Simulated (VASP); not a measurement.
Method: optB86b-vdW, VASP's PBE PAW potentials (set 64) (plane waves; VASP 6.6.1).

VASP ran on this input.

### INCAR
```
# general
SYSTEM   = Ca
PREC     = Accurate
ENCUT    = 520
LREAL    = .False.
LASPH    = .True.

# electronic loop
EDIFF    = 1E-7
NELM     = 100
ALGO     = Normal

# smearing
ISMEAR   = -5

# functional
GGA      = MK
LUSE_VDW = .True.
AGGAC    = 0.0
PARAM1   = 0.1234
PARAM2   = 1.0

# ions
ISIF     = 2

# output
LWAVE    = .False.
LCHARG   = .True.
LORBIT   = 11
NEDOS    = 601
```

KPOINTS:
```
Automatic mesh
0
Gamma
13 13 13
0 0 0
```

File POSCAR:
```
Ca
1
    0.0000000000     2.7319699558     2.7319699558
    2.7319699558     0.0000000000     2.7319699558
    2.7319699558     2.7319699558     0.0000000000
Ca
1
Direct
  0.0000000000   0.0000000000   0.0000000000
```

POTCAR, in this order: Ca_sv (PBE.64 set). Program: vasp_std.

The run wrote:

### OUTCAR
```
 ion  position               nearest neighbor table
   1  0.000  0.000  0.000-
  LATTYP: Found a face centered cubic cell.
 ALAT       =     5.4639399116
 Subroutine PRICEL returns:
 Original cell was already a primitive cell.
 Subroutine GETGRP returns: Found 48 space group operations
The static configuration has the point symmetry O_h .
The dynamic configuration has the point symmetry O_h .
 Subroutine INISYM returns: Found 48 space group operations
 Subroutine IBZKPT returns following result:
 Found     84 irreducible k-points:

 Following reciprocal coordinates:
            Coordinates               Weight
  0.000000  0.000000  0.000000      1.000000
  0.076923  0.000000  0.000000      8.000000
  0.153846  0.000000  0.000000      8.000000
  0.230769  0.000000  0.000000      8.000000
  0.307692  0.000000  0.000000      8.000000
  0.384615  0.000000  0.000000      8.000000
  0.461538  0.000000  0.000000      8.000000
  0.076923  0.076923  0.000000      6.000000
  0.153846  0.076923  0.000000     24.000000
  0.230769  0.076923  0.000000     24.000000
...
```

**OSZICAR**
```
       N       E                     dE             d eps       ncg     rms          rms(c)
DAV:   1     0.658657055412E+02    0.65866E+02   -0.51785E+03  1512   0.101E+03
DAV:   2     0.178475594860E+01   -0.64081E+02   -0.63880E+02  1571   0.230E+02
DAV:   3     0.525510918781E+00   -0.12592E+01   -0.12537E+01  2245   0.341E+01
DAV:   4     0.449113927430E+00   -0.76397E-01   -0.76406E-01  2292   0.573E+00
DAV:   5     0.448120396963E+00   -0.99353E-03   -0.99430E-03  2525   0.486E-01    0.213E+00
DAV:   6     0.453702432118E+00    0.55820E-02   -0.14389E-02  1906   0.139E+00    0.131E+00
DAV:   7     0.453051552623E+00   -0.65088E-03   -0.21628E-02  1801   0.183E+00    0.106E-01
DAV:   8     0.453579241874E+00    0.52769E-03   -0.23513E-03  1769   0.516E-01    0.276E-02
DAV:   9     0.453559640531E+00   -0.19601E-04   -0.15231E-04  2344   0.107E-01    0.744E-03
DAV:  10     0.453553994083E+00   -0.56464E-05   -0.11989E-05  2045   0.351E-02    0.162E-03
DAV:  11     0.453554010099E+00    0.16016E-07   -0.84215E-07  2484   0.667E-03
   1 F= 0.45355401E+00 E0= 0.45355401E+00  d E =0.000000E+00
```

File OUTCAR:
```
------------------------ aborting loop because EDIFF is reached ----------------------------------------
  FORCE on cell =-STRESS in cart. coord.  units (eV):
  Direction    XX          YY          ZZ          XY          YZ          ZX
  --------------------------------------------------------------------------------------
  Total       -0.0392106     -0.0392106     -0.0392106      0.0000000      0.0000000      0.0000000
  in kB       -1.5404809     -1.5404809     -1.5404809      0.0000000      0.0000000      0.0000000
  external PRESSURE =      -1.5404809 kB  Pullay stress =       0.0000000 kB
  volume of cell :       40.78
      direct lattice vectors                 reciprocal lattice vectors
     0.000000000  2.731969956  2.731969956    -0.183018118  0.183018118  0.183018118
     2.731969956  0.000000000  2.731969956     0.183018118 -0.183018118  0.183018118
     2.731969956  2.731969956  0.000000000     0.183018118  0.183018118 -0.183018118
 POSITION                                       TOTAL-FORCE (eV/Angst)
 -----------------------------------------------------------------------------------
      0.00000      0.00000      0.00000        -0.000000     -0.000000      0.000000
 -----------------------------------------------------------------------------------
    total drift:                               -0.000000     -0.000000      0.000000
  FREE ENERGIE OF THE ION-ELECTRON SYSTEM (eV)
  ---------------------------------------------------
  free  energy   TOTEN  =         0.4535540101 eV

  energy  without entropy=        0.4535540101  energy(sigma->0) =        0.45355401

 total charge

# of ion       s       p       d       tot
------------------------------------------
    1        2.087   5.829   0.173   8.089
```
(Selected blocks of OUTCAR.)

File OUTCAR:
```
 val. band max:        2.0781236521   @ k =  -0.3077   0.3846   0.1538

 cond. band min:       2.0026548807   @ k =  -0.3846   0.2308   0.0769


 Fermi energy:         2.0386631809

 k-point     1 :       0.0000    0.0000    0.0000
  band No.  band energies     occupation
      1     -39.8053      2.00000
      2     -20.7945      2.00000
      3     -20.7945      2.00000
      4     -20.7945      2.00000
      5      -2.0361      2.00000
      6       4.3900      0.00000
      7       4.3900      0.00000
      8       4.3900      0.00000
      9       5.4879      0.00000

 k-point     2 :       0.0769    0.0000    0.0000
  band No.  band energies     occupation
      1     -39.8043      2.00000
      2     -20.8037      2.00000
      3     -20.7957      2.00000
      4     -20.7957      2.00000
      5      -1.9319      2.00000
      6       4.2778      0.00000
      7       4.4301      0.00000
      8       4.4301      0.00000
      9       5.4526      0.00000

 k-point     3 :       0.1538    0.0000    0.0000
  band No.  band energies     occupation
      1     -39.8018      2.00000
      2     -20.8290      2.00000
      3     -20.7992      2.00000
      4     -20.7992      2.00000
      5      -1.6254      2.00000
      6       3.9802      0.00000
      7       4.5154      0.00000
      8       4.5154      0.00000
      9       5.3970      0.00000

 k-point     4 :       0.2308    0.0000    0.0000
  band No.  band energies     occupation
      1     -39.7981      2.00000
      2     -20.8645      2.00000
      3     -20.8040      2.00000
      4     -20.8040      2.00000
      5      -1.1365      2.00000
      6       3.5711      0.00000
      7       4.5393      0.00000
      8       4.5393      0.00000
      9       5.4561      0.00000

 k-point     5 :       0.3077    0.0000    0.0000
  band No.  band energies     occupation
      1     -39.7943      2.00000
      2     -20.9019      2.00000
      3     -20.8092      2.00000
...
```

For a metal the tetrahedron method with Blöchl corrections gives inexact stress and forces.

The compound is Ca in the fcc structure. It was relaxed first, which changed the volume by -6 %.
